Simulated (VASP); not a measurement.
# NbCd3 (Pm-3m) in VASP: notebook

One crystal, NbCd3, is run at these levels: PBE; tasks: density of states, electric field gradients.

Everything below comes from runs of VASP 6.6.1. Logs are shortened: lines on timing, memory, paths and dates and some standing lists are left out, and cuts for length are marked.

## Step 1: The crystal as given

Symmetry: Pm-3m, No. 221, cubic system. Conventional cell: a = 4.215 Å, b = 4.215 Å, c = 4.215 Å, α = 90.00°, β = 90.00°, γ = 90.00°. Around Nb (site symmetry m-3m) lie 12 Cd at 2.98 Å. Cd (site symmetry 4/mmm) has 4 Nb at 2.98 Å and 8 Cd at 2.98 Å as nearest neighbours.

## Step 2: Density of states, PBE

POSCAR

```
NbCd3
1.0
    4.2150000000      0.0000000000      0.0000000000
    0.0000000000      4.2150000000      0.0000000000
    0.0000000000      0.0000000000      4.2150000000
Nb Cd
1 3
Direct
    0.0000000000      0.0000000000      0.0000000000
    0.0000000000      0.5000000000      0.5000000000
    0.5000000000      0.0000000000      0.5000000000
    0.5000000000      0.5000000000      0.0000000000
```

INCAR.step1

```
  PREC = Accurate
  ENCUT = 520
  EDIFF = 1E-6
  ISMEAR = -1
  SIGMA = 0.03
  LREAL = F
  LASPH = T
  NELM = 100
  ALGO = Fast
  ISIF = 2
  LWAVE = F
  LCHARG = T
  LMAXMIX = 4
  GGA = PE
  NBANDS = 32
```

KPOINTS.step1

```
regular mesh
0
Gamma
  8 8 8
```

INCAR.step2

```
  PREC = Accurate
  ENCUT = 520
  EDIFF = 1E-6
  ISMEAR = -5
  SIGMA = 0.03
  LREAL = F
  LASPH = T
  NELM = 100
  ALGO = Fast
  ISIF = 2
  LWAVE = F
  LCHARG = F
  LMAXMIX = 4
  GGA = PE
  LORBIT = 11
  NEDOS = 2001
  ICHARG = 11
```

KPOINTS.step2

```
regular mesh
0
Gamma
  12 12 12
```

Potentials or basis: VASP PAW PBE potentials, release 64 (Nb_sv, Cd).

Launch:

```
$ cat potpaw_PBE.64/Nb_sv/POTCAR potpaw_PBE.64/Cd/POTCAR > POTCAR
$ cp INCAR.step1 INCAR
$ cp KPOINTS.step1 KPOINTS
$ mpirun -np 1 vasp_std > vasp.out
$ cp INCAR.step2 INCAR
$ cp KPOINTS.step2 KPOINTS
$ mpirun -np 1 vasp_std > vasp.out
```

OUTCAR:

```text
PREC = Accurate
   ENCUT = 520
   EDIFF = 1E-6
   ISMEAR = -5
   LREAL = F
   LASPH = T
   NELM = 100
   ISIF = 2
   GGA = PE
   LORBIT = 11
   ICHARG = 11

 ion  position               nearest neighbor table
   1  0.000  0.000  0.000-   2 2.98   3 2.98   4 2.98   2 2.98   3 2.98   2 2.98   4 2.98   2 2.98
                             3 2.98   4 2.98   3 2.98   4 2.98
   2  0.000  0.500  0.500-   1 2.98   3 2.98   4 2.98   1 2.98   4 2.98   1 2.98   3 2.98   1 2.98
                             3 2.98   4 2.98   4 2.98   3 2.98
   3  0.500  0.000  0.500-   1 2.98   2 2.98   4 2.98   1 2.98   4 2.98   2 2.98   4 2.98   4 2.98
                             1 2.98   2 2.98   1 2.98   2 2.98
   4  0.500  0.500  0.000-   1 2.98   2 2.98   3 2.98   2 2.98   3 2.98   1 2.98   3 2.98   3 2.98
                             1 2.98   2 2.98   2 2.98   1 2.98

  LATTYP: Found a simple cubic cell.
 ALAT       =     4.2150000000

  Lattice vectors:

 A1 = (   4.2150000000,   0.0000000000,   0.0000000000)
 A2 = (   0.0000000000,   4.2150000000,   0.0000000000)
 A3 = (   0.0000000000,   0.0000000000,   4.2150000000)

Analysis of symmetry for initial positions (statically):
=====================================================================
 Subroutine PRICEL returns:
 Original cell was already a primitive cell.

 Routine SETGRP: Setting up the symmetry group for a
 simple cubic supercell.

 Subroutine GETGRP returns: Found 48 space group operations
 (whereof 48 operations were pure point group operations)
 out of a pool of 48 trial point group operations.

The static configuration has the point symmetry O_h .

Analysis of symmetry for dynamics (positions and initial velocities):
=====================================================================
 Subroutine PRICEL returns:
 Original cell was already a primitive cell.

 Routine SETGRP: Setting up the symmetry group for a
 simple cubic supercell.

 Subroutine GETGRP returns: Found 48 space group operations
 (whereof 48 operations were pure point group operations)
 out of a pool of 48 trial point group operations.

The dynamic configuration has the point symmetry O_h .

 Subroutine INISYM returns: Found 48 space group operations
 (whereof 48 operations are pure point group operations),
 and found     1 'primitive' translations

----------------------------------------------------------------------------------------

                                     Primitive cell

  volume of cell :      74.8846

  direct lattice vectors                    reciprocal lattice vectors
     4.215000000  0.000000000  0.000000000     0.237247924  0.000000000  0.000000000
[... 107 lines left out ...]
   ISMEAR =    -5;   SIGMA  =   0.03  broadening in eV -4-tet -1-fermi 0-gaus
   EFERMI_NEDOS =   21; number of points for ismear=-14 and -15
   IALGO  =     68    algorithm
   IMIX   =      4    mixing-type and parameters
     AMIX     =   0.40;   BMIX     =  1.00
     AMIX_MAG =   1.60;   BMIX_MAG =  1.00
  volume/ion in A,a.u.               =      18.72       126.34
  Fermi-wavevector in a.u.,A,eV,Ry     =   1.421268  2.685807 27.483802  2.020002
  Thomas-Fermi vector in A             =   2.542096
   LORBIT       =     11    0 simple, 1 ext, 2 COOP (PROOUT), +10 PAW based schemes
   GGA     = PE    functional components
   LHFCALC =     F    Hartree Fock is set to
   AEXX    =    0.0000 exact exchange contribution
   IVDW    =     0    specifies the selected vdW correction
   LEPSILON=     F    determine dielectric tensor
   LRPA    =     F    only Hartree local field effects (RPA)
 non-spin polarized calculation
 RMM-DIIS sequential band-by-band and
 Fermi weights with tetrahedron method with Bloechl corrections
  energy-cutoff  :      520.00
  volume of cell :       74.88
 maximum number of plane-waves:      2040
 NGX is ok and might be reduce to    32

 number of electron      49.0000040 magnetization

 Free energy of the ion-electron system (eV)
  ---------------------------------------------------
  ext. energy  EPLUGINS =         0.00000000
  ---------------------------------------------------
  free energy    TOTEN  =       -11.75787553 eV

  energy without entropy =      -11.75787553  energy(sigma->0) =      -11.75787553

 E-fermi :   5.2564     XC(G=0): -11.9539

 val. band max:        5.3528849555   @ k =   0.0833   0.0000   0.0000
 cond. band min:       5.2695586835   @ k =   0.4167   0.4167   0.3333
 fundamental gap:     -0.0833262720
 Fermi energy:         5.2564021809

 k-point     1 :       0.0000    0.0000    0.0000
  band No.  band energies     occupation
      1     -49.6146      2.00000
      2     -25.6823      2.00000
      3     -25.6823      2.00000
      4     -25.6823      2.00000
      5      -4.4671      2.00000
      6      -4.2328      2.00000
[... 757 lines left out ...]
     28       7.9030      0.00000
     29      10.6700      0.00000

 [... further k-points ...]

------------------------ aborting loop because EDIFF is reached ----------------------------------------

  FORCE on cell =-STRESS in cart. coord.  units (eV):
  Direction    XX          YY          ZZ          XY          YZ          ZX
  --------------------------------------------------------------------------------------
  -------------------------------------------------------------------------------------
  Total        3.5713941      3.5713941      3.5713941      0.0000000      0.0000000     -0.0000000
  in kB       76.4109550     76.4109550     76.4109550      0.0000000      0.0000000     -0.0000000
  external PRESSURE =      76.4109550 kB  Pullay stress =       0.0000000 kB

 VOLUME and BASIS-vectors are now :
 -----------------------------------------------------------------------------
  energy-cutoff  :      520.00
  volume of cell :       74.88
      direct lattice vectors                 reciprocal lattice vectors
     4.215000000  0.000000000  0.000000000     0.237247924  0.000000000  0.000000000
     0.000000000  4.215000000  0.000000000     0.000000000  0.237247924  0.000000000
     0.000000000  0.000000000  4.215000000     0.000000000  0.000000000  0.237247924

 POSITION                                       TOTAL-FORCE (eV/Angst)
 -----------------------------------------------------------------------------------
      0.00000      0.00000      0.00000         0.000000      0.000000      0.000000
      0.00000      2.10750      2.10750         0.000000      0.000000      0.000000
      2.10750      0.00000      2.10750         0.000000      0.000000      0.000000
      2.10750      2.10750      0.00000         0.000000      0.000000      0.000000
 -----------------------------------------------------------------------------------
    total drift:                                0.000000     -0.000000     -0.000000

  FREE ENERGIE OF THE ION-ELECTRON SYSTEM (eV)
  ---------------------------------------------------
  free  energy   TOTEN  =       -11.7578755300 eV

  energy  without entropy=      -11.7578755300  energy(sigma->0) =      -11.75787553

 total charge

# of ion       s       p       d       tot
------------------------------------------
    1        2.126   5.970   2.485  10.580
    2        0.551   0.428   9.465  10.444
    3        0.551   0.428   9.465  10.444
    4        0.551   0.428   9.465  10.444
--------------------------------------------------
tot          3.780   7.253  30.880  41.913
```

OUTCAR.step1:

```text
PREC = Accurate
   ENCUT = 520
   EDIFF = 1E-6
   ISMEAR = -1
   LREAL = F
   LASPH = T
[... 1073 lines left out ...]
      0.00000      0.00000      0.00000         0.000000      0.000000      0.000000
      0.00000      2.10750      2.10750         0.000000      0.000000      0.000000
      2.10750      0.00000      2.10750         0.000000      0.000000      0.000000
      2.10750      2.10750      0.00000         0.000000      0.000000      0.000000
 -----------------------------------------------------------------------------------
    total drift:                                0.000000     -0.000000     -0.000000

  FREE ENERGIE OF THE ION-ELECTRON SYSTEM (eV)
  ---------------------------------------------------
  free  energy   TOTEN  =       -11.7574702534 eV

  energy  without entropy=      -11.7502525061  energy(sigma->0) =      -11.75386138
```

OSZICAR.step1:

```text
N       E                     dE             d eps       ncg     rms          rms(c)
DAV:   1     0.474492537078E+03    0.47449E+03   -0.26259E+04  2240   0.158E+03
DAV:   2     0.611304048460E+01   -0.46838E+03   -0.45425E+03  2512   0.492E+02
DAV:   3    -0.117959945103E+02   -0.17909E+02   -0.17418E+02  3176   0.960E+01
DAV:   4    -0.124702860123E+02   -0.67429E+00   -0.67206E+00  3144   0.153E+01
DAV:   5    -0.124823504509E+02   -0.12064E-01   -0.12061E-01  3048   0.176E+00    0.103E+01
RMM:   6    -0.118403853595E+02    0.64197E+00   -0.13773E+00  2448   0.910E+00    0.645E+00
RMM:   7    -0.117597880884E+02    0.80597E-01   -0.39543E-01  2523   0.339E+00    0.352E+00
RMM:   8    -0.117580549442E+02    0.17331E-02   -0.89493E-02  2851   0.205E+00    0.498E-01
RMM:   9    -0.117568936933E+02    0.11613E-02   -0.14712E-02  2931   0.103E+00    0.197E-01
RMM:  10    -0.117572095137E+02   -0.31582E-03   -0.43159E-03  3058   0.408E-01    0.636E-02
RMM:  11    -0.117573829014E+02   -0.17339E-03   -0.14560E-03  3403   0.231E-01    0.285E-02
RMM:  12    -0.117574348905E+02   -0.51989E-04   -0.49101E-04  3507   0.105E-01    0.227E-02
RMM:  13    -0.117574571685E+02   -0.22278E-04   -0.16369E-04  3428   0.638E-02    0.118E-02
RMM:  14    -0.117574624494E+02   -0.52809E-05   -0.77838E-05  3108   0.372E-02    0.159E-02
RMM:  15    -0.117574662983E+02   -0.38489E-05   -0.32962E-05  2546   0.205E-02    0.195E-02
RMM:  16    -0.117574684373E+02   -0.21390E-05   -0.14552E-05  2308   0.145E-02    0.189E-02
RMM:  17    -0.117574695119E+02   -0.10745E-05   -0.64547E-06  2021   0.112E-02    0.162E-02
RMM:  18    -0.117574702534E+02   -0.74152E-06   -0.34551E-06  1862   0.961E-03
   1 F= -.11757470E+02 E0= -.11753861E+02  d E =-.721775E-02
```

Run time: 2.4 min. Hardware: 1 thread of Intel Xeon Platinum 8488C (Sapphire Rapids), shared host; peak memory 0.28 GiB.

What came out:

```
Valence electrons inside the program's atomic spheres : Nb 10.58; Cd 10.44
```

Levels at points of the mesh, in eV from the Fermi level:
```csv
k point,band 21,band 22,band 23,band 24,band 25,band 26,band 27,band 28
"(0.00, 0.00, 0.00)",-0.92,-0.92,0.23,0.23,0.23,1.29,1.29,1.29
"(0.50, 0.00, 0.00)",-5.92,-0.89,-0.89,-0.80,1.07,1.20,3.32,4.29
"(0.50, 0.50, 0.00)",-3.17,-3.17,-3.17,-0.32,-0.32,1.17,1.87,2.20
"(0.50, 0.50, 0.50)",-2.40,-2.40,-2.36,-1.19,-1.19,-1.19,1.56,1.57
```

States per cell in windows of 1 eV (zero at the Fermi level; states under -8 eV left out):
| from (eV) | total | Nb1_d | Cd2_d | Cd3_d | Cd4_d | Cd2_s | Cd3_s |
| --- | --- | --- | --- | --- | --- | --- | --- |
| -8.0 | 4.07 | 0.00 | 1.22 | 1.22 | 1.22 | 0.04 | 0.04 |
| -7.0 | 0.66 | 0.01 | 0.02 | 0.02 | 0.02 | 0.07 | 0.07 |
| -6.0 | 0.77 | 0.03 | 0.02 | 0.02 | 0.02 | 0.07 | 0.07 |
| -5.0 | 0.74 | 0.03 | 0.02 | 0.02 | 0.02 | 0.06 | 0.06 |
| -4.0 | 0.96 | 0.07 | 0.02 | 0.02 | 0.02 | 0.06 | 0.06 |
| -3.0 | 1.61 | 0.20 | 0.05 | 0.05 | 0.05 | 0.12 | 0.12 |
| -2.0 | 2.18 | 0.55 | 0.05 | 0.05 | 0.05 | 0.06 | 0.06 |
| -1.0 | 3.59 | 1.52 | 0.06 | 0.06 | 0.06 | 0.01 | 0.01 |
| 0.0 | 1.21 | 0.64 | 0.02 | 0.02 | 0.02 | 0.00 | 0.00 |
| 1.0 | 3.02 | 1.80 | 0.04 | 0.04 | 0.04 | 0.01 | 0.01 |
| 2.0 | 1.99 | 0.83 | 0.04 | 0.04 | 0.04 | 0.02 | 0.02 |
| 3.0 | 1.20 | 0.32 | 0.02 | 0.02 | 0.02 | 0.06 | 0.06 |
| 4.0 | 1.38 | 0.34 | 0.03 | 0.03 | 0.03 | 0.11 | 0.11 |
| 5.0 | 0.20 | 0.03 | 0.00 | 0.00 | 0.00 | 0.02 | 0.02 |
| 6.0 | 0.00 | 0.00 | 0.00 | 0.00 | 0.00 | 0.00 | 0.00 |
| 7.0 | 0.00 | 0.00 | 0.00 | 0.00 | 0.00 | 0.00 | 0.00 |

Caveat: tetrahedron occupations give inexact forces and stress in metals.

## Step 3: Electric field gradients, PBE

INCAR

```
SYSTEM = NbCd3
PREC = Accurate
ENCUT = 520
EDIFF = 1E-8
ISMEAR = -1
SIGMA = 0.03
LREAL = .FALSE.
LASPH = .TRUE.
NELM = 100
ALGO = Normal
ISIF = 2
LWAVE = .FALSE.
LCHARG = .FALSE.
GGA = PE
LEFG = .TRUE.
NBANDS = 32
```

KPOINTS

```
Automatic mesh
0
G
  8 8 8
  0 0 0
```

POSCAR is that of step 2.

Potentials or basis: VASP PAW PBE potentials, release 64 (Nb_sv, Cd).

Launch:

```
$ cat potpaw_PBE.64/Nb_sv/POTCAR potpaw_PBE.64/Cd/POTCAR > POTCAR
$ mpirun -np 1 vasp_std > vasp.out
```

OUTCAR:

```text
SYSTEM = NbCd3
   PREC = Accurate
   ENCUT = 520
   EDIFF = 1E-8
   ISMEAR = -1
   LREAL = .FALSE.
   LASPH = .TRUE.
   NELM = 100
   ISIF = 2
   GGA = PE

 ion  position               nearest neighbor table
   1  0.000  0.000  0.000-   2 2.98   3 2.98   4 2.98   2 2.98   3 2.98   2 2.98   4 2.98   2 2.98
                             3 2.98   4 2.98   3 2.98   4 2.98
   2  0.000  0.500  0.500-   1 2.98   3 2.98   4 2.98   1 2.98   4 2.98   1 2.98   3 2.98   1 2.98
                             3 2.98   4 2.98   4 2.98   3 2.98
   3  0.500  0.000  0.500-   1 2.98   2 2.98   4 2.98   1 2.98   4 2.98   2 2.98   4 2.98   4 2.98
                             1 2.98   2 2.98   1 2.98   2 2.98
   4  0.500  0.500  0.000-   1 2.98   2 2.98   3 2.98   2 2.98   3 2.98   1 2.98   3 2.98   3 2.98
                             1 2.98   2 2.98   2 2.98   1 2.98
[... 1076 lines left out ...]
   1      -0.000    -0.000     0.000    -0.000     0.000    -0.000
   2     112.284   -56.142   -56.142     0.000    -0.000     0.000
   3     -56.142   112.284   -56.142    -0.000     0.000     0.000
   4     -56.142   -56.142   112.284    -0.000    -0.000     0.000
---------------------------------------------------------------------

 Electric field gradients after diagonalization (V/A^2)
 (convention: |V_zz| > |V_xx| > |V_yy|)
----------------------------------------------------------------------
 ion       V_xx      V_yy      V_zz     asymmetry (V_yy - V_xx)/ V_zz
----------------------------------------------------------------------
   1      -0.000     0.000    -0.000      -1.258
   2     -56.142   -56.142   112.284       0.000
   3     -56.142   -56.142   112.284       0.000
   4     -56.142   -56.142   112.284       0.000
----------------------------------------------------------------------

           NMR quadrupolar parameters

 Cq : quadrupolar parameter    Cq=e*Q*V_zz/h
 eta: asymmetry parameters     (V_yy - V_xx)/ V_zz
 Q  : nuclear electric quadrupole moment in mb (millibarn)
----------------------------------------------------------------------
 ion       Cq(MHz)       eta       Q (mb)
----------------------------------------------------------------------
   1      -0.000      -1.258       1.000
   2       0.272       0.000       1.000
   3       0.272       0.000       1.000
   4       0.272       0.000       1.000
----------------------------------------------------------------------
```

OSZICAR:

```text
N       E                     dE             d eps       ncg     rms          rms(c)
DAV:   1     0.474492537078E+03    0.47449E+03   -0.26259E+04  2240   0.158E+03
DAV:   2     0.611304048460E+01   -0.46838E+03   -0.45425E+03  2512   0.492E+02
DAV:   3    -0.117959945103E+02   -0.17909E+02   -0.17418E+02  3176   0.960E+01
DAV:   4    -0.124702860123E+02   -0.67429E+00   -0.67206E+00  3144   0.153E+01
DAV:   5    -0.124823504509E+02   -0.12064E-01   -0.12061E-01  3048   0.176E+00    0.989E+00
DAV:   6    -0.118507845793E+02    0.63157E+00   -0.15430E+00  2904   0.111E+01    0.630E+00
DAV:   7    -0.117715521995E+02    0.79232E-01   -0.21732E-01  2688   0.348E+00    0.375E+00
DAV:   8    -0.117594896907E+02    0.12063E-01   -0.73987E-02  2920   0.219E+00    0.690E-01
DAV:   9    -0.117573588053E+02    0.21309E-02   -0.80964E-03  2984   0.681E-01    0.219E-01
DAV:  10    -0.117574764481E+02   -0.11764E-03   -0.85777E-04  2520   0.210E-01    0.303E-02
DAV:  11    -0.117574692077E+02    0.72405E-05   -0.47683E-05  3016   0.587E-02    0.131E-02
DAV:  12    -0.117574705807E+02   -0.13731E-05   -0.62042E-06  2800   0.206E-02    0.544E-03
DAV:  13    -0.117574708875E+02   -0.30680E-06   -0.53355E-07  2976   0.450E-03    0.858E-04
DAV:  14    -0.117574709426E+02   -0.55093E-07   -0.31638E-08  2112   0.108E-03    0.421E-04
DAV:  15    -0.117574709171E+02    0.25489E-07   -0.37136E-09  1376   0.543E-04    0.445E-05
DAV:  16    -0.117574709115E+02    0.56307E-08   -0.62444E-10  1320   0.214E-04
   1 F= -.11757471E+02 E0= -.11753863E+02  d E =-.721641E-02
```

stdout:

```text
POSCAR found type information on POSCAR NbCd
 POSCAR found :  2 types and       4 ions
 scaLAPACK will be used
 LDA part: xc-table for (Slater+PW92), standard interpolation
 POSCAR, INCAR and KPOINTS ok, starting setup
 FFT: planning ... GRIDC
 FFT: planning ... GRID_SOFT
 FFT: planning ... GRID
 WAVECAR not read
 entering main loop
ion   1

ion   2

ion   3

ion   4
```

It took 41 s on 1 thread of Intel Xeon Platinum 8488C (Sapphire Rapids), shared host; peak memory 0.21 GiB.

What came out:

| Item | Value |
| --- | --- |
| Free energy | -11.7575 eV |
| Pressure | 7.7 GPa |
| Band gap on the k mesh | none (metal or under the smearing width) |

Electric field gradients, principal values (V/Å²):
| atom | Vxx | Vyy | Vzz |
| --- | --- | --- | --- |
| 1 Nb | 0.000 | 0.000 | 0.000 |
| 2 Cd | -56.142 | -56.142 | 112.284 |
| 3 Cd | -56.142 | -56.142 | 112.284 |
| 4 Cd | -56.142 | -56.142 | 112.284 |
